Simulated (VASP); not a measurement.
```
CELL_PARAMETERS angstrom
      0.00000     3.57177     3.57177
      3.57177     0.00000     3.57177
      3.57177     3.57177     0.00000
ATOMIC_POSITIONS crystal
  Te 0.75000 0.75000 0.75000
  Te 0.50000 0.50000 0.50000
```

Calculation: r2SCAN meta-GGA, VASP's PBE PAW potentials (set 64) (plane waves; VASP). Numerical set-up: 400 eV cut-off, 10×10×10 Γ-centred mesh, tetrahedra with Blöchl corrections, potentials Te.

Question: The job: Te (relaxed from the diamond structure, space group Fd-3m), 2 atoms, r2SCAN, static run, 400 eV, 10×10×10 Γ-centred mesh. Roughly how much core time does it take on a busy server core?

Answer: About 7 core-minutes (one run on a shared machine, a rough figure). It had 47 irreducible k-points, 10 bands, up to 1676 plane waves and 26 electronic steps.

The structure was generated: Te was put into the diamond type (Fd-3m), which need not be its known phase. It was relaxed first, which changed the volume by +41 %.
